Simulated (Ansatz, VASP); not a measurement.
# LiRe (LiRe in the B2 ordering): VASP beside Ansatz

Wanted: the spread between two codes on one cell, functional and k mesh. The cell is generated by rule, not measured, and may not be a known phase. Of the first pair: The two relaxations start from unlike cells of this crystal (the structure described is Ansatz's start), so only their ends are compared.

Method: plane waves, with VASP 6.6.1 beside it; relaxation of cell and atoms at PBE and zone-centre phonons at PBE, in Ansatz 0.2.0.

**1. The starting structure**

The structure is cubic, space group Pm-3m (No. 221). The conventional cell has a = 3.301 Å, b = 3.301 Å, c = 3.301 Å, α = 90.00°, β = 90.00°, γ = 90.00°. Nearest to Li lie 8 Re at 2.86 Å. Nearest to Re lie 8 Li at 2.86 Å. Farther neighbours are not listed.

As a file:

```cif
data_structure
_symmetry_space_group_name_H-M 'P 1'
_symmetry_Int_Tables_number 1
_cell_length_a 3.3006
_cell_length_b 3.3006
_cell_length_c 3.3006
_cell_angle_alpha 90.000
_cell_angle_beta 90.000
_cell_angle_gamma 90.000
_cell_volume 35.96
loop_
_atom_site_label
_atom_site_type_symbol
_atom_site_fract_x
_atom_site_fract_y
_atom_site_fract_z
_atom_site_occupancy
Li1 Li 0.00000 0.00000 0.00000 1
Re2 Re 0.50000 0.50000 0.50000 1
```

**2. Ansatz: relaxation of cell and atoms, PBE, pair 1**

Ansatz runs on its default PAW (the set named soft_2) files.

The relaxed volume is the usual yardstick between codes: in a stiff, nearly cubic crystal its relative difference is about their pressure difference at one cell divided by the bulk modulus.

input.yaml reads:

```yaml
crystal:
  lattice:
    - [3.30061, 0.0, 0.0]
    - [0.0, 3.30061, 0.0]
    - [0.0, 0.0, 3.30061]
  atoms:
    - { symbol: Li, position: [0.0, 0.0, 0.0] }
    - { symbol: Re, position: [0.5, 0.5, 0.5] }
kpoints:
  mp_grid: { grid: [6, 6, 6] }
hamiltonian:
  xc: pbe
scf:
  occupations: { method: gaussian, width: 0.1 }
output:
  forces: true
  stress: true
  eigenvalues: true
relax:
  adjacent_minimum: "off"
  f_tol: 0.05
  max_steps: 80
  cell: { stress_tol: 0.5 }
```

On the command line:

```
$ ansatz run input.yaml --threads 4 --pin off --max-ram 8192MiB --backend cpu --events-out ev --progress --plain --runs-dir out
```

Numbers of over 12 decimals in the logs are rounded to 6 here.

What it wrote:

```text
The last accepted step is kept in <dir> (removed where the run ends without a failure and the disk answers)
Engine: ansatz 0.2.0, aarch64-unknown-linux-gnu
Pseudopotentials: kind: paw
Pseudopotential: Li, paw, valence charge 3, recommended cutoff 420 eV (normal), Li.paw.azcp
Pseudopotential: Re, paw, valence charge 15, recommended cutoff 420 eV (normal), Re.paw.azcp
Functional definition: PBE
  parameter kappa = 0.804
  parameter beta = 0.066725
  exchange = pbe_x(kappa = kappa, mu = beta*pi^2/3)
  correlation = pbe_c(beta = beta)
Crystal: 2 atoms, lattice volume = 35.957 Å³
Basis set: ecut = 420 eV, 739 PW (Γ), exchange–correlation on 48×48×48 points (8 copies of the dense FFT grid, shifted against one another)
Bands: 13, of which v1, the nominal top of the filled ones, is band 9 counted from 1 (8 counted from 0)
Symmetry: 48 space group operations
Space group: Pm-3m (ITA 221), of the structure as read, at distance tolerance 3.3e-5 Å
k-points: 20 of 216
Non-local potential: Li, projectors of the file, l = 0: 3, l = 1: 2, l = 2: 1
Non-local potential: Re, projectors of the file, l = 0: 3, l = 1: 2, l = 2: 2, l = 3: 1
PAW form: soft (Blöchl's): semilocal exchange-correlation on the pseudo side does not see the compensation charge
PAW one-centre angular grid: Li, 110 points (default); XC on 64 Gauss nodes
PAW one-centre angular grid: Re, 590 points (default); XC on 64 Gauss nodes
Initial density: superposition of atomic densities (neutral atoms: chi_scale 0, normalization atom), corrected by the library's trained network
Initial wavefunctions: pseudopotential atomic-orbital guess
Functional: x = pbe(κ = 0.804, μ = 0.219515), c = pbe(β = 0.066725)
SCF iter   1: F=—  HF=-11069.574506 eV  |F-HF|=—  |Δ(HF+E_count)|=         —  Δρ=5.00e-3  dr2=4.68e-3  ethr=1.77e-3  ⟨swp⟩=4.4  Hψ=1244  notcnv=0
preconditioner: auto → none  [metal: Δε(μ)=0.070 eV  Ē_g=4.794 eV  σ=0.100 eV  W_gap=0.38  n_scr=6 (ndim 8)  ℏωp=17.5 eV  f_vac=0.000  D(μ)=4.23/eV (n_scr^D=56)  sad-step TF]
SCF iter   2: F=—  HF=-11069.574272 eV  |F-HF|=—  |Δ(HF+E_count)|=   2.34e-4  Δρ=2.85e-3  dr2=1.70e-3  ethr=2.60e-5  ⟨swp⟩=1.3  Hψ=439  notcnv=0
SCF iter   3: F=—  HF=-11069.574018 eV  |F-HF|=—  |Δ(HF+E_count)|=   2.55e-4  Δρ=2.14e-4  dr2=7.04e-6  ethr=9.44e-6  ⟨swp⟩=1.9  Hψ=307  notcnv=0
SCF iter   4: F=—  HF=-11069.574016 eV  |F-HF|=—  |Δ(HF+E_count)|=   2.04e-6  Δρ=4.44e-5  dr2=2.61e-7  ethr=3.91e-8  ⟨swp⟩=2.4  Hψ=417  notcnv=0
iter 5 did not close the SCF: its close was put off for the readings that it lacked (scf_convergence_deferred on its scf_iter line)
SCF iter   5: F=-11069.574016 eV  HF=-11069.574016 eV  |F-HF|=1.26e-8  |Δ(HF+E_count)|=   1.01e-7  Δρ=1.07e-5  dr2=2.10e-8  ethr=1.45e-9  ⟨swp⟩=2.0  Hψ=437  notcnv=0
SCF iter   6: F=-11069.574016 eV  HF=-11069.574016 eV  |F-HF|=8.91e-11  |Δ(HF+E_count)|=   4.79e-9  Δρ=1.37e-6  dr2=2.96e-10  ethr=1.17e-10  ⟨swp⟩=2.7  Hψ=856  notcnv=0
SCF 1 converged in 6 iterations: F = -11069.574016 eV  dr2 = 2.96e-10
  greatest PAW one-centre occupation: 1.000 electrons in one spin orbital (limit 2), on the Li atom at site 0 (counted from 0), in its partial waves of l = 0
relax step   1: F+E_penalty+E_count = -11069.57401571 eV  Δ(F+E_penalty+E_count) = +0.000e0 eV  max|allowed force component| = 5.463e-29 eV/Å  Δτ_max = 0.0000 Å  P = -24.498 GPa  Ω = 35.957 Å³  (6 SCF iters, dr2 threshold 1.00e-7 eV, accepted)
[...]
relax step   2: F+E_penalty+E_count = -11070.29898324 eV  Δ(F+E_penalty+E_count) = -7.250e-1 eV  max|allowed force component| = 2.087e-30 eV/Å  Δτ_max = 0.0000 Å  P = -20.776 GPa  Ω = 30.950 Å³  energy of the carried Pulay correction = +1.743e-3 eV  (6 SCF iters, dr2 threshold 2.00e-7 eV, accepted)
[...]
relax step   3: F+E_penalty+E_count = -11070.74678069 eV  Δ(F+E_penalty+E_count) = -4.478e-1 eV  max|allowed force component| = 1.807e-29 eV/Å  Δτ_max = 0.0000 Å  P = -8.753 GPa  Ω = 26.432 Å³  energy of the carried Pulay correction = +3.557e-3 eV  (5 SCF iters, dr2 threshold 2.00e-7 eV, accepted)
[...]
relax step   4: F+E_penalty+E_count = -11070.79490242 eV  Δ(F+E_penalty+E_count) = -4.812e-2 eV  max|allowed force component| = 1.374e-29 eV/Å  Δτ_max = 0.0000 Å  P = +1.860 GPa  Ω = 24.456 Å³  energy of the carried Pulay correction = +4.436e-3 eV  (5 SCF iters, dr2 threshold 2.00e-7 eV, accepted)
[...]
relax step   5: F+E_penalty+E_count = -11070.79643346 eV  Δ(F+E_penalty+E_count) = -1.531e-3 eV  max|allowed force component| = 5.748e-30 eV/Å  Δτ_max = 0.0000 Å  P = +0.007 GPa  Ω = 24.745 Å³  energy of the carried Pulay correction = +4.304e-3 eV  (4 SCF iters, dr2 threshold 2.00e-7 eV, accepted)
[...]
relax step   6: F+E_penalty+E_count = -11070.79365256 eV  Δ(F+E_penalty+E_count) = +2.781e-3 eV  max|allowed force component| = 1.052e-30 eV/Å  Δτ_max = 0.0000 Å  P = -0.056 GPa  Ω = 24.745 Å³  stress off target by 5.61e-2 GPa  SCF on the basis re-selected at this cell (its energy is not comparable with the rows above)  (5 SCF iters)
basis re-selected at this cell: Δ(F+E_penalty+E_count) = +2.781e-3 eV, ΔP = -0.063 GPa vs the last step (what re-selecting the basis moved, of the pressure what is left beyond the Pulay correction that the steps carried, after the strain that the cell walked since its last selection, with what the two solves' SCF thresholds leave and, on support functions, any second-order correction that the steps lacked; it is no measure of the basis error at this ecutwfc). The dense FFT grid was sized anew with the basis: this SCF ran on 20×20×20 points, the steps before it on 24×24×24, so part of this shift can come from that change (see relax.cell in the input reference). [rest of the remark cut]
SCF converged after 5 iterations
Free energy (F): -11070.793653 eV
Harris-Foulkes:  -11070.793653 eV  (|F-HF|=5.88e-10)
Internal energy: -11070.782201 eV  (E = F + TS)
E sigma→0 (E₀):  -11070.787927 eV
Entropy (-TS):   -0.011452 eV (-5.726 meV/atom)
Fermi energy:    15.673663 eV
--- Per-component energies (eV) ---
  E_band       = -237.738837
  E_kinetic    = 561.491918
  E_local      = -1132.117727  (includes V_loc(G=0)·N_el)
  E_nonlocal   = 19.249831
  E_hartree    = 392.974102
  E_xc         = -412.888306
  E_vxc        = -315.667985  (∫ρ·V_xc dr)
  E_paw        = -8680.772434  (= ΣΔE_a)
  E_vpaw       = -156.644191  (= ΣTr[D̂ρ^β])
  E_aug_tail   = -0.000046  (compensation charges beyond the density's cutoff)
  E_ewald      = -1818.719538
  E_smearing   = -0.011452  (= −TS)
  E_closure    = 0.000000  (closes the sum)
  Σ components = -11070.793653   (vs F -11070.793653, Δ=0.00e0)
--- Forces (eV/Å), atoms counted from 1 ---
  atom   1  Li     0.00000000    -0.00000000    -0.00000000
  atom   2  Re    -0.00000000     0.00000000     0.00000000
  max |Σ_I F_I| component: 2.10e-30 eV/Å
--- Stress (GPa, compression-positive) ---
       -0.056145      -0.000000       0.000000
       -0.000000      -0.056145       0.000000
        0.000000       0.000000      -0.056145
  P = ⅓ Tr σ = -0.0561 GPa (-0.561 kbar)
--- Band table (eV; the first three rows and the last of 20) ---
  k-point 0: bands = [... 5 lower, 8.1468, 11.9438, 11.9438, 17.4036, 17.4036, 17.4036, 23.9202, 23.9202]
  k-point 1: bands = [... 5 lower, 8.6173, 12.1051, 12.4053, 16.5788, 16.5788, 17.4656, 22.7348, 25.2260]
  k-point 2: bands = [... 5 lower, 9.4240, 12.4543, 13.8263, 15.3839, 15.3839, 17.5926, 20.8760, 27.7636]
  k-point 19: bands = [... 5 lower, 11.4929, 11.4929, 11.4929, 19.3034, 19.3034, 22.2203, 22.2203, 22.2203]
--- Relaxed structure (5 steps of the walk, 5 accepted, 1 SCFs on fresh bases) ---
  F+E_penalty+E_count = -11070.79365256 eV   max|allowed force component| = 1.052e-30 eV/Å   (the final SCF, on the basis selected at the relaxed cell)
  cell:  # Å, volume = 24.7447 Å³
    - [2.914030, 0, 0]
    - [0, 2.914030, 0.0]
    - [0, 0.0, 2.914030]
  atoms:
    - { symbol: Li, position: [0, 0, 0] }
    - { symbol: Re, position: [0.5, 0.5, 0.5] }
```

**3. VASP: relaxation of cell and atoms, PBE, pair 1**

Its own start cell and the same functional, mesh and smearing now go to VASP, with its own data sets.

Lines of VASP's logs that name or quote its potential files are left out, and so is its time.

INCAR reads:

```
SYSTEM = LiRe
PREC = Accurate
ENCUT = 750
EDIFF = 1E-07
NELM = 120
ISMEAR = 0
SIGMA = 0.1
LREAL = .FALSE.
ALGO = Normal
GGA = PE
NBANDS = 11
LASPH = .TRUE.
LORBIT = 11
LWAVE = .FALSE.
LCHARG = .FALSE.
ISIF = 3
IBRION = 2
NSW = 80
EDIFFG = -0.005
GGA_COMPAT = .FALSE.
NELMIN = 4
```

POSCAR reads:

```
LiRe
1.0
    2.9133985881      0.0000000000      0.0000000000
    0.0000000000      2.9133985881      0.0000000000
    0.0000000000      0.0000000000      2.9133985881
Li Re
1 1
Direct
    0.0000000000      0.0000000000      0.0000000000
    0.5000000000      0.5000000000      0.5000000000
```

KPOINTS reads:

```
Automatic mesh
0
Gamma
6 6 6
0 0 0
```

The projector-augmented-wave data sets are Li_sv and Re (PBE family, release 64).

On the command line:

```
$ mpirun -np 1 vasp_std
```

What it wrote:

```text
[banner, memory and clock lines left out]
running    1 mpi-ranks, on    1 nodes
 distrk:  each k-point on    1 cores,    1 groups
 distr:  one band on    1 cores,    1 groups

 POSCAR found type information on POSCAR LiRe
 POSCAR found :  2 types and       2 ions
 LDA part: xc-table for (Slater+PW92), standard interpolation
 POSCAR, INCAR and KPOINTS ok, starting setup
 FFT: planning ... GRIDC
 FFT: planning ... GRID_SOFT
 FFT: planning ... GRID
 WAVECAR not read
 entering main loop
       N       E                     dE             d eps       ncg     rms          rms(c)
DAV:   1     0.238593740298E+02    0.23859E+02   -0.52555E+03   720   0.135E+03
DAV:   2    -0.121952909514E+02   -0.36055E+02   -0.34497E+02   710   0.259E+02
DAV:   3    -0.136274166092E+02   -0.14321E+01   -0.14165E+01   732   0.398E+01
DAV:   4    -0.137006381498E+02   -0.73222E-01   -0.73052E-01   616   0.588E+00
DAV:   5    -0.137056972660E+02   -0.50591E-02   -0.50494E-02   734   0.133E+00    0.229E+01
DAV:   6    -0.124492876116E+02    0.12564E+01   -0.31014E+00   717   0.372E+01    0.349E+00
DAV:   7    -0.123963432768E+02    0.52944E-01   -0.12805E-01   725   0.665E+00    0.528E-01
DAV:   8    -0.123871178709E+02    0.92254E-02   -0.10011E-02   658   0.112E+00    0.182E-01
DAV:   9    -0.123869445259E+02    0.17335E-03   -0.93263E-04   704   0.611E-01    0.599E-02
DAV:  10    -0.123869998719E+02   -0.55346E-04   -0.18892E-04   695   0.989E-02    0.133E-02
DAV:  11    -0.123869945610E+02    0.53108E-05   -0.87885E-06   618   0.454E-02    0.817E-03
DAV:  12    -0.123869907842E+02    0.37768E-05   -0.99225E-06   676   0.736E-02    0.541E-03
DAV:  13    -0.123869914454E+02   -0.66113E-06   -0.75590E-07   606   0.180E-02    0.141E-03
DAV:  14    -0.123869915711E+02   -0.12573E-06   -0.29717E-08   366   0.300E-03    0.438E-04
DAV:  15    -0.123869916727E+02   -0.10165E-06   -0.16612E-08   346   0.136E-03    0.862E-05
DAV:  16    -0.123869916685E+02    0.42493E-08   -0.76983E-09   346   0.234E-03
   1 F= -.12386992E+02 E0= -.12381243E+02  d E =-.123870E+02
 curvature:   0.00 expect dE= 0.000E+00 dE for cont linesearch  0.000E+00
 trial: gam= 0.00000 g(F)=  0.000E+00 g(S)=  0.146E-04 ort = 0.000E+00 (trialstep = 0.100E+01)
 search vector abs. value=  0.146E-04
 bond charge predicted
       N       E                     dE             d eps       ncg     rms          rms(c)
DAV:   1    -0.123870211347E+02   -0.29462E-04   -0.20890E-03   514   0.208E+00    0.101E-01
DAV:   2    -0.123869965486E+02    0.24586E-04   -0.10665E-04   714   0.220E-01    0.202E-02
DAV:   3    -0.123869940071E+02    0.25414E-05   -0.80671E-06   733   0.680E-02    0.102E-02
DAV:   4    -0.123869939744E+02    0.32749E-07   -0.53516E-07   656   0.876E-03
   2 F= -.12386994E+02 E0= -.12381249E+02  d E =-.230590E-05
 trial-energy change:   -0.000002  1 .order   -0.000002   -0.000015    0.000010
 step:   0.6003(harm=  0.6003)  dis= 0.00000  next Energy=   -12.386996 (dE=-0.440E-05)
 reached required accuracy - stopping structural energy minimisation
```

Parts of OUTCAR (step 3):

```text
ion  position               nearest neighbor table
   1  0.000  0.000  0.000-   2 2.52   2 2.52   2 2.52   2 2.52   2 2.52   2 2.52   2 2.52   2 2.52

  LATTYP: Found a simple cubic cell.
 ALAT       =     2.9133985881

 Subroutine GETGRP returns: Found 48 space group operations
 (whereof 48 operations were pure point group operations)

The static configuration has the point symmetry O_h .

 Found     20 irreducible k-points:

   k-points           NKPTS =     20   k-points in BZ     NKDIM =     20   number of bands    NBANDS=     11

   dimension x,y,z NGX =    28 NGY =   28 NGZ =   28
   dimension x,y,z NGXF=    56 NGYF=   56 NGZF=   56

   ENCUT  =  750.0 eV  55.12 Ry    7.42 a.u.   6.51  6.51  6.51*2*pi/ulx,y,z

   NELECT =      10.0000    total number of electrons

 k-points in reciprocal lattice and weights: Automatic mesh
   0.00000000  0.00000000  0.00000000       0.005
   0.16666667  0.00000000  0.00000000       0.028
   0.33333333  0.00000000  0.00000000       0.028
   0.50000000  0.00000000  0.00000000       0.014
   0.16666667  0.16666667  0.00000000       0.056
   0.33333333  0.16666667  0.00000000       0.111
   0.50000000  0.16666667  0.00000000       0.056
   0.33333333  0.33333333  0.00000000       0.056
   0.50000000  0.33333333  0.00000000       0.056
[...]
0.50000000  0.50000000  0.33333333       0.028
   0.50000000  0.50000000  0.50000000       0.005

 average (electrostatic) potential at core
       1 -57.7061       2 -41.4658

 E-fermi :   5.7360

 k-point     1 :       0.0000    0.0000    0.0000
  band No.  band energies     occupation
      1     -38.6295      2.00000
      2      -1.7926      2.00000
      3       2.0060      2.00000
      4       2.0060      2.00000
      5       7.4520      0.00000
      6       7.4520      0.00000
      7       7.4520      0.00000
      8      14.0966      0.00000
      9      14.0966      0.00000
    ...

 k-point     2 :       0.1667    0.0000    0.0000
  band No.  band energies     occupation
      1     -38.6241      2.00000
      2      -1.3210      2.00000
      3       2.1675      2.00000
      4       2.4676      2.00000
      5       6.6352      0.00000
      6       6.6352      0.00000
      7       7.5139      0.00000
      8      12.8863      0.00000
      9      15.3960      0.00000
    ...

 k-point     3 :       0.3333    0.0000    0.0000
  band No.  band energies     occupation
    ...
      2      -0.5091      2.00000
      3       2.5168      2.00000
      4       3.8913      2.00000
      5       5.4434      1.99996
      6       5.4434      1.99996
      7       7.6407      0.00000
      8      10.9759      0.00000
      9      18.0980      0.00000
     10      18.0980      0.00000
     11      18.1720      0.00000

  Total        0.0094722      0.0094722      0.0094722      0.0000000      0.0000000     -0.0000000
  in kB        0.6143373      0.6143373      0.6143373      0.0000000      0.0000000     -0.0000000
  external PRESSURE =       0.6143373 kB  Pullay stress =       0.0000000 kB

  energy-cutoff  :      750.00
  volume of cell :       24.70
      direct lattice vectors                 reciprocal lattice vectors
     2.912398915  0.000000000  0.000000000     0.343359557 -0.000000000 -0.000000000
     0.000000000  2.912398915  0.000000000     0.000000000  0.343359557 -0.000000000
     0.000000000  0.000000000  2.912398915     0.000000000  0.000000000  0.343359557

 POSITION                                       TOTAL-FORCE (eV/Angst)
 -----------------------------------------------------------------------------------
      0.00000      0.00000      0.00000        -0.000000     -0.000000      0.000000
      1.45620      1.45620      1.45620         0.000000      0.000000      0.000000
 -----------------------------------------------------------------------------------
    total drift:                                0.000000      0.000000      0.000000

  FREE ENERGIE OF THE ION-ELECTRON SYSTEM (eV)
  ---------------------------------------------------
  free  energy   TOTEN  =       -12.3869939744 eV

  energy  without entropy=      -12.3755046808  energy(sigma->0) =      -12.38124933

 reached required accuracy - stopping structural energy minimisation

 total charge
# of ion       s       p       d       tot
------------------------------------------
    1        2.074   0.154   0.000   2.228
    2        0.593   0.400   4.764   5.757
--------------------------------------------------
tot          2.667   0.554   4.764   7.985

[... 3 further parts left out ...]
```

CONTCAR:

```
LiRe
   1.00000000000000
     2.9123989148826994    0.0000000000000000    0.0000000000000000
     0.0000000000000000    2.9123989148826994    0.0000000000000000
     0.0000000000000000    0.0000000000000000    2.9123989148826994
  Li              Re
     1     1
Direct
     0.0000000000000000    0.0000000000000000    0.0000000000000000
     0.5000000000000000    0.5000000000000000    0.5000000000000000
```

The k-mesh is coarse for a metal. The data set Re keeps the semicore shell frozen, which is cheaper and a little less accurate. The run keeps the 48 symmetry operations of its start, so it cannot find a distortion of lower symmetry.

**4. Comparison**

Known differences besides the potentials themselves: the data sets hold 18 valence electrons in Ansatz (on its default PAW (the set named soft_2) files) and 10 in VASP; the cutoff is 420 eV in Ansatz and 750 eV in VASP; Ansatz adds a Pulay correction to the stress that steers its cell, VASP none. Total energies have different zeros and are not compared.

The two programs side by side:

```
                                         quantity  Ansatz   VASP  difference
                                      volume (Å³)   24.74  24.70     +0.17 %
edge a after relaxation, in the typed setting (Å)   2.914  2.912     +0.05 %
```

(Part 1 of 2 ends here.)

[Lines on the potential files, build, host, timing and source positions are cut from VASP's logs without a mark.]

[Logs are printed without paths, hosts, clocks, repeated set-up lines and the standing remarks that a program may print on its own settings, such as how far it seeks lower states.]

[Hosts, paths, dates, database ids (printed as entryN), source tags and the programs' standing remarks are cut or masked in the printed files.]
